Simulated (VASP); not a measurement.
Computed with PBE GGA, VASP's PBE PAW potentials (set 64) (plane waves; VASP).

VASP ran on this input.

### KPOINTS
```
k-points along high-symmetry lines
15
Line-mode
Reciprocal
  0.000000   0.000000   0.000000 ! GAMMA
  0.000000   0.500000   0.000000 ! X

  0.000000   0.500000   0.000000 ! X
  0.500000   0.500000   0.000000 ! M

  0.500000   0.500000   0.000000 ! M
  0.000000   0.000000   0.000000 ! GAMMA

  0.000000   0.000000   0.000000 ! GAMMA
  0.500000   0.500000   0.500000 ! R

  0.500000   0.500000   0.500000 ! R
  0.000000   0.500000   0.000000 ! X

  0.500000   0.500000   0.500000 ! R
  0.500000   0.500000   0.000000 ! M
```

### POSCAR
```
SnO
1
    3.1317167411     0.0000000000     0.0000000000
    0.0000000000     3.1317167411     0.0000000000
    0.0000000000     0.0000000000     3.1317167411
Sn O
1 1
Direct
  0.0000000000   0.0000000000   0.0000000000
  0.5000000000   0.5000000000   0.5000000000
```

### INCAR
```
SYSTEM=SnO
PREC=Accurate; ENCUT=520; LREAL=.False.
LASPH=.True.; ICHARG=11
EDIFF=1E-7; NELM=100; ALGO=Normal
LMAXMIX=4
ISMEAR=0; SIGMA=0.05
GGA=PE
LWAVE=.False.; LCHARG=.False.; LORBIT=11
```

POTCAR, in this order: Sn_d O (PBE.64 set). Program: vasp_std. Read from the step before: CHGCAR.

Output of the run:

**OUTCAR**
```
 ion  position               nearest neighbor table
   1  0.000  0.000  0.000-   2 2.71   2 2.71   2 2.71   2 2.71   2 2.71   2 2.71   2 2.71   2 2.71
  LATTYP: Found a simple cubic cell.
 ALAT       =     3.1317167411
 Subroutine PRICEL returns:
 Original cell was already a primitive cell.
 Subroutine GETGRP returns: Found 48 space group operations
The static configuration has the point symmetry O_h .
The dynamic configuration has the point symmetry O_h .
 Subroutine INISYM returns: Found 48 space group operations
   k-points           NKPTS =     90   k-points in BZ     NKDIM =     90   number of bands    NBANDS=     14
   number of dos      NEDOS =    301   number of ions     NIONS =      2
   total plane-waves  NPLWV =  13824
   dimension x,y,z NGX =    24 NGY =   24 NGZ =   24
   dimension x,y,z NGXF=    48 NGYF=   48 NGZF=   48
   ions per type =               1   1
   PREC   = accura    normal or accurate (medium, high low for compatibility)
   ISTART =      0    job   : 0-new  1-cont  2-samecut
   ICHARG =     11    charge: 1-file 2-atom 10-const
   ISPIN  =      1    spin polarized calculation?
   LNONCOLLINEAR =      F non collinear calculations
   LSORBIT =      F    spin-orbit coupling
   INIWAV =      1    electr: 0-lowe 1-rand  2-diag
   ENCUT  =  520.0 eV  38.22 Ry    6.18 a.u.   5.82  5.82  5.82*2*pi/ulx,y,z
   NELM   =    100;   NELMIN=  2; NELMDL= -5     # of ELM steps
   EDIFF  = 0.1E-06   stopping-criterion for ELM
   LREAL  =      F    real-space projection
   NLSPLINE    = F    spline interpolate recip. space projectors
   LMAXMIX     =    4 max onsite mixed and CHGCAR
   VOSKOWN=      0    Vosko Wilk Nusair interpolation
   EDIFFG = 0.1E-05   stopping-criterion for IOM
   NSW    =      0    number of steps for IOM
   NBLOCK =      1;   KBLOCK =      1    inner block; outer block
   IBRION =     -1    ionic relax: 0-MD 1-quasi-New 2-CG
   NFREE  =      0    steps in history (QN), initial steepest desc. (CG)
   ISIF   =      2    stress and relaxation
   ISYM   =      2    0-nonsym 1-usesym 2-fastsym
   TEIN   =    0.0    initial temperature
   TEBEG  =    0.0;   TEEND  =   0.0 temperature during run
   SMASS  =  -3.00    Nose mass-parameter (am)
...
```

File OSZICAR:
```
       N       E                     dE             d eps       ncg     rms          rms(c)
DAV:   1     0.141592537601E+03    0.14159E+03   -0.10851E+04  2594   0.222E+03
DAV:   2     0.238814220796E+01   -0.13920E+03   -0.13515E+03  2856   0.444E+02
DAV:   3    -0.907895757402E+01   -0.11467E+02   -0.11025E+02  2922   0.110E+02
DAV:   4    -0.935412674874E+01   -0.27517E+00   -0.27501E+00  2896   0.183E+01
DAV:   5    -0.936170941541E+01   -0.75827E-02   -0.75826E-02  3208   0.296E+00
DAV:   6    -0.936200174005E+01   -0.29232E-03   -0.29232E-03  3282   0.473E-01
DAV:   7    -0.936200776355E+01   -0.60235E-05   -0.60235E-05  3362   0.570E-02
DAV:   8    -0.936200788172E+01   -0.11817E-06   -0.11812E-06  2844   0.651E-03
DAV:   9    -0.936200788350E+01   -0.17767E-08   -0.10684E-08  1962   0.102E-03
   1 F= -.93620079E+01 E0= -.93609764E+01  d E =-.206293E-02
```

### OUTCAR
```
 val. band max:        7.9886170309   @ k =   0.1071   0.5000   0.1071

 cond. band min:       8.0426923294   @ k =   0.5000   0.5000   0.5000



 k-point     1 :       0.0000    0.0000    0.0000
  band No.  band energies     occupation
      1     -13.7005      2.00000
      2     -13.7005      2.00000
      3     -13.3518      2.00000
      4     -13.3518      2.00000
      5     -13.3518      2.00000
      6      -9.8605      2.00000
      7       0.5581      2.00000
      8       5.6017      2.00000
      9       5.6017      2.00000
     10       5.6017      2.00000
     11      15.9708      0.00000
     12      15.9708      0.00000
     13      15.9711      0.00000
     14      16.0685      0.00000

 k-point     2 :       0.0000    0.0357    0.0000
  band No.  band energies     occupation
      1     -13.7003      2.00000
      2     -13.6973      2.00000
      3     -13.3529      2.00000
      4     -13.3529      2.00000
      5     -13.3517      2.00000
      6      -9.8532      2.00000
      7       0.5435      2.00000
      8       5.6041      2.00000
      9       5.6100      2.00000
     10       5.6100      2.00000
     11      15.3393      0.00000
     12      15.9634      0.00000
     13      15.9634      0.00000
     14      16.0837      0.00000

 k-point     3 :       0.0000    0.0714    0.0000
  band No.  band energies     occupation
      1     -13.6997      2.00000
      2     -13.6880      2.00000
      3     -13.3561      2.00000
      4     -13.3561      2.00000
      5     -13.3514      2.00000
      6      -9.8312      2.00000
      7       0.5001      2.00000
      8       5.6124      2.00000
      9       5.6347      2.00000
     10       5.6347      2.00000
     11      14.6630      0.00000
     12      15.9415      0.00000
     13      15.9415      0.00000
     14      16.1294      0.00000

 k-point     4 :       0.0000    0.1071    0.0000
  band No.  band energies     occupation
      1     -13.6988      2.00000
...
```

The density is held fixed in this step, so its total energy and stress have no physical meaning. Unless said otherwise, spin-orbit coupling is left out, though it shifts the bands of the heavy elements here.

The structure was generated: SnO was put into the CsCl type type (Pm-3m), which need not be its known phase. It was relaxed first, which changed the volume by +62 %.
